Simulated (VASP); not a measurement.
These are PBEsol GGA, VASP's PBE PAW potentials (set 64) (plane waves; VASP) values and carry that method's errors.

VASP input:

**INCAR**
```
ALGO = All
EDIFF = 1E-6
ENCUT = 520
GGA = PS
ISMEAR = 0
ISPIN = 2
ISYM = 0
LASPH = T
LCHARG = F
LMAXMIX = 4
LORBIT = 10
LREAL = F
LWAVE = F
MAGMOM = 1
NELM = 200
NUPDOWN = 1
PREC = Normal
SIGMA = 0.01
SYSTEM = Br atom
```

**KPOINTS**
```
Automatic mesh
0
Gamma
1 1 1
0 0 0
```

POSCAR:
```
Br atom
1
   12.0000000000     0.0000000000     0.0000000000
    0.0000000000    12.5000000000     0.0000000000
    0.0000000000     0.0000000000    13.0000000000
Br
1
Direct
  0.0000000000   0.0000000000   0.0000000000
```

POTCAR, in this order: Br (PBE.64 set). Program: vasp_gam. Read from the step before: WAVECAR.

What VASP printed:

**OSZICAR**
```
       N       E                     dE             d eps       ncg     rms           ort
SDA:   1    -0.208331490218E+00   -0.20833E+00    0.00000E+00     8   0.490E-02   0.000E+00
CGA:   2    -0.209932656366E+00   -0.16012E-02   -0.16003E-02     8   0.230E-02   0.700E-05
CGA:   3    -0.210197567727E+00   -0.26491E-03   -0.26468E-03     8   0.106E-02   0.797E-05
CGA:   4    -0.210388024225E+00   -0.19046E-03   -0.19070E-03     8   0.136E-03   0.105E-04
CGA:   5    -0.210417446383E+00   -0.29422E-04   -0.29417E-04     8   0.288E-04   0.446E-06
CGA:   6    -0.210423427538E+00   -0.59812E-05   -0.59839E-05     8   0.246E-04  -0.360E-06
CGA:   7    -0.210426479801E+00   -0.30523E-05   -0.30318E-05     8   0.507E-05  -0.262E-06
CGA:   8    -0.210427901184E+00   -0.14214E-05   -0.14298E-05     8   0.150E-05  -0.911E-07
CGA:   9    -0.210428231696E+00   -0.33051E-06   -0.33164E-06     8   0.111E-05  -0.265E-07
   1 F= -.21042823E+00 E0= -.20657169E+00  d E =-.771308E-02  mag=     1.0000
```

OUTCAR:
```
------------------------ aborting loop because EDIFF is reached ----------------------------------------
  FORCE on cell =-STRESS in cart. coord.  units (eV):
  Direction    XX          YY          ZZ          XY          YZ          ZX
  --------------------------------------------------------------------------------------
  Total       -0.0012075     -0.0015417     -0.0024421      0.0002364      0.0003663     -0.0009047
  in kB       -0.0009921     -0.0012667     -0.0020065      0.0001942      0.0003010     -0.0007433
  external PRESSURE =      -0.0014218 kB  Pullay stress =       0.0000000 kB
  volume of cell :     1950.00
      direct lattice vectors                 reciprocal lattice vectors
    12.000000000  0.000000000  0.000000000     0.083333333  0.000000000  0.000000000
     0.000000000 12.500000000  0.000000000     0.000000000  0.080000000  0.000000000
     0.000000000  0.000000000 13.000000000     0.000000000  0.000000000  0.076923077
 POSITION                                       TOTAL-FORCE (eV/Angst)
 -----------------------------------------------------------------------------------
      0.00000      0.00000      0.00000         0.000000      0.000000      0.000000
 -----------------------------------------------------------------------------------
    total drift:                                0.000000      0.000000      0.000000
  FREE ENERGIE OF THE ION-ELECTRON SYSTEM (eV)
  ---------------------------------------------------
  free  energy   TOTEN  =        -0.2104282317 eV

  energy  without entropy=       -0.2027151494  energy(sigma->0) =       -0.20657169

 total charge

# of ion       s       p       d       tot
------------------------------------------
    1        1.623   3.040   0.000   4.663

 magnetization (x)

# of ion       s       p       d       tot
------------------------------------------
    1        0.017   0.639   0.000   0.655
```
(Selected blocks of OUTCAR.)

### OUTCAR
```
 val. band max:       -7.3435096416   @ k =   0.0000   0.0000   0.0000

 cond. band min:      -0.4162213238   @ k =   0.0000   0.0000   0.0000


 Fermi energy:        -7.9855464330

 spin component 1

 k-point     1 :       0.0000    0.0000    0.0000
  band No.  band energies     occupation
      1     -20.3658      1.00000
      2      -8.0848      1.00000
      3      -8.0831      1.00000
      4      -8.0827      1.00000
      5      -0.4162      0.00000
      6       0.5542      0.00000
      7       0.6972      0.00000
      8       0.7569      0.00000

 Fermi energy:        -7.3409479031

 spin component 2

 k-point     1 :       0.0000    0.0000    0.0000
  band No.  band energies     occupation
      1     -19.6037      1.00000
      2      -7.3438      0.66757
      3      -7.3438      0.66727
      4      -7.3435      0.66516
      5      -0.3427      0.00000
      6       0.5978      0.00000
      7       0.7286      0.00000
      8       0.7908      0.00000
```

The atom may not be in its lowest state.

The cell is a free atom in a box.
